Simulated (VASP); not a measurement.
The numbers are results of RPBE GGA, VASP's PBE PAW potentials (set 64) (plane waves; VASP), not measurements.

A VASP calculation is set up with these files.

**KPOINTS**
```
Automatic
0
Gamma
10 10 10
0 0 0
```

POSCAR:
```
AlN
1.0
  0.0000000000   2.1673878431   2.1673878431
  2.1673878431   0.0000000000   2.1673878431
  2.1673878431   2.1673878431   0.0000000000
Al N
1 1
Cartesian
  0.0000000000   0.0000000000   0.0000000000
  1.0836939216   1.0836939216   1.0836939216
```

**INCAR**
```
! general
SYSTEM=AlN
PREC  =Accurate
ENCUT =520
LREAL =.FALSE.
LASPH =.TRUE.

! electronic loop
EDIFF =1E-7
NELM  =100
ALGO  =Normal

! smearing
ISMEAR=0
SIGMA =0.05

! functional
GGA   =RP

! ions
ISIF  =2

! output
LWAVE =.FALSE.
LCHARG=.FALSE.
```

POTCAR, in this order: Al N (PBE.64 set). Program: vasp_std.

The resulting files:

### OUTCAR
```
 ion  position               nearest neighbor table
   1  0.000  0.000  0.000-   2 1.88   2 1.88   2 1.88   2 1.88
   2  0.250  0.250  0.250-   1 1.88   1 1.88   1 1.88   1 1.88
  LATTYP: Found a face centered cubic cell.
 ALAT       =     4.3347756862
 Subroutine PRICEL returns:
 Original cell was already a primitive cell.
 Subroutine GETGRP returns: Found 24 space group operations
The static configuration has the point symmetry T_d .
The dynamic configuration has the point symmetry T_d .
 Subroutine INISYM returns: Found 24 space group operations
 Subroutine IBZKPT returns following result:
 Found     47 irreducible k-points:

 Following reciprocal coordinates:
            Coordinates               Weight
  0.000000  0.000000  0.000000      1.000000
  0.100000  0.000000  0.000000      8.000000
  0.200000  0.000000  0.000000      8.000000
  0.300000  0.000000  0.000000      8.000000
  0.400000  0.000000  0.000000      8.000000
  0.500000  0.000000  0.000000      4.000000
  0.100000  0.100000  0.000000      6.000000
  0.200000  0.100000  0.000000     24.000000
  0.300000  0.100000  0.000000     24.000000
...
```

**OSZICAR**
```
       N       E                     dE             d eps       ncg     rms          rms(c)
DAV:   1     0.119738250806E+02    0.11974E+02   -0.41799E+03   792   0.841E+02
DAV:   2    -0.159325291265E+02   -0.27906E+02   -0.26941E+02  1000   0.147E+02
DAV:   3    -0.164379110122E+02   -0.50538E+00   -0.50538E+00   856   0.257E+01
DAV:   4    -0.164396935290E+02   -0.17825E-02   -0.17825E-02  1128   0.143E+00
DAV:   5    -0.164396966103E+02   -0.30813E-05   -0.30813E-05   864   0.459E-02    0.888E+00
DAV:   6    -0.140797801415E+02    0.23599E+01   -0.12889E+01   808   0.235E+01    0.316E+00
DAV:   7    -0.140785963472E+02    0.11838E-02   -0.13230E-01   864   0.359E+00    0.218E+00
DAV:   8    -0.140825618115E+02   -0.39655E-02   -0.23712E-02   784   0.205E+00    0.447E-01
DAV:   9    -0.140822216437E+02    0.34017E-03   -0.92409E-04  1128   0.241E-01    0.238E-01
DAV:  10    -0.140823965806E+02   -0.17494E-03   -0.51971E-04   784   0.194E-01    0.400E-02
DAV:  11    -0.140823966573E+02   -0.76742E-07   -0.27227E-05   920   0.392E-02    0.227E-02
DAV:  12    -0.140823971604E+02   -0.50313E-06   -0.36009E-06   784   0.180E-02    0.143E-03
DAV:  13    -0.140823971821E+02   -0.21692E-07   -0.82810E-08   896   0.260E-03
   1 F= -.14082397E+02 E0= -.14082397E+02  d E =-.974725E-17
```

File OUTCAR:
```
------------------------ aborting loop because EDIFF is reached ----------------------------------------
  FORCE on cell =-STRESS in cart. coord.  units (eV):
  Direction    XX          YY          ZZ          XY          YZ          ZX
  --------------------------------------------------------------------------------------
  Total        1.6591165      1.6591165      1.6591165      0.0000000      0.0000000      0.0000000
  in kB      130.5411920    130.5411920    130.5411920      0.0000000      0.0000000      0.0000000
  external PRESSURE =     130.5411920 kB  Pullay stress =       0.0000000 kB
  volume of cell :       20.36
      direct lattice vectors                 reciprocal lattice vectors
     0.000000000  2.167387843  2.167387843    -0.230692445  0.230692445  0.230692445
     2.167387843  0.000000000  2.167387843     0.230692445 -0.230692445  0.230692445
     2.167387843  2.167387843  0.000000000     0.230692445  0.230692445 -0.230692445
  FREE ENERGIE OF THE ION-ELECTRON SYSTEM (eV)
  ---------------------------------------------------
  free  energy   TOTEN  =       -14.0823971821 eV

  energy  without entropy=      -14.0823971821  energy(sigma->0) =      -14.08239718
```
(Selected blocks of OUTCAR.)

The compound is AlN in the zinc blende structure, a metastable form; wurtzite is the usual one. This cell is one point of a volume scan, at 0.94 of the reference volume.
